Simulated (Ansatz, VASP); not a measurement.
# Ni3Bi: VASP beside Ansatz

Contents of INCAR:

```
SYSTEM = Ni3Bi
PREC = Accurate
ENCUT = 520
EDIFF = 1E-6
ISMEAR = 0
SIGMA = 0.1
LREAL = .FALSE.
LASPH = .TRUE.
NELM = 150
ALGO = Normal
ISIF = 2
LWAVE = .FALSE.
LCHARG = .TRUE.
ISPIN = 2
MAGMOM = 0.08 0.08 0.08 0.01
LORBIT = 11
LMAXMIX = 4
GGA = PE
LELF = .TRUE.
LVHAR = .TRUE.
NBANDS = 34
```

File KPOINTS:

```
Automatic mesh
0
G
  4 4 4
  0 0 0
```

File POSCAR:

```
Ni3Bi
1.0
    3.8220070000      0.0000000000      0.0000000000
    0.0000000000      3.8220070000      0.0000000000
    0.0000000000      0.0000000000      3.8220070000
Ni Bi
3 1
Direct
    0.0000000000      0.5000000000      0.5000000000
    0.5000000000      0.0000000000      0.5000000000
    0.5000000000      0.5000000000      0.0000000000
    0.0000000000      0.0000000000      0.0000000000
```

Input for Ansatz:

```yaml
crystal:
  lattice:
    - [3.822007, 0.0, 0.0]
    - [0.0, 3.822007, 0.0]
    - [0.0, 0.0, 3.822007]
  atoms:
    - { symbol: Ni, position: [0.0, 0.5, 0.5], spin: 0.08 }
    - { symbol: Ni, position: [0.5, 0.0, 0.5], spin: 0.08 }
    - { symbol: Ni, position: [0.5, 0.5, 0.0], spin: 0.08 }
    - { symbol: Bi, position: [0.0, 0.0, 0.0], spin: 0.01 }
basis:
  ecutwfc: 420
  ecutrho_ratio: 8
kpoints:
  mp_grid: { grid: [4, 4, 4] }
hamiltonian:
  xc: pbe
scf:
  occupations: { method: gaussian, width: 0.1 }
  lower_state_search: "off"
output:
  forces: true
  stress: true
  eigenvalues: true
  populations: true
magnetization:
  spin_polarized: true
```

Alike in both runs: task single point; functional PBE; k mesh 4 × 4 × 4; occupations gaussian, width 0.1 eV; collinear spin.

|  | VASP | Ansatz |
| --- | --- | --- |
| version | VASP 6.6.1 | Ansatz 0.2.0 |
| potentials or method | VASP PAW PBE potentials, release 64 (Ni, Bi_d) | scalar-relativistic, plane waves, PAW |
| plane-wave cutoff (eV) | 520 | 420 |
| valence electrons in the cell | 45 | 69 |

|  | VASP | Ansatz | Ansatz less VASP |
| --- | --- | --- | --- |
| gap on the k mesh at the Fermi level (eV) | none | none | - |
| pressure (GPa) | 1.6 | 1.5 | -0.11 |
| net moment per atom (μB) | 0.02 | 0.03 | +0.009 |
| size of the moment on the site where the two differ most (μB) | 0.03 | 0.04 | +0.013 |

Site moments also hang on the region over which each program counts them. A gap of «none» marks a metal or a gap that the smearing closes. The two sets of potentials don't hold the same shells in valence.

Caveats: the k mesh is coarse (spacing up to 0.41 Å⁻¹), so the values aren't converged; spin-orbit coupling is left out, which moves the levels of the heavy elements.
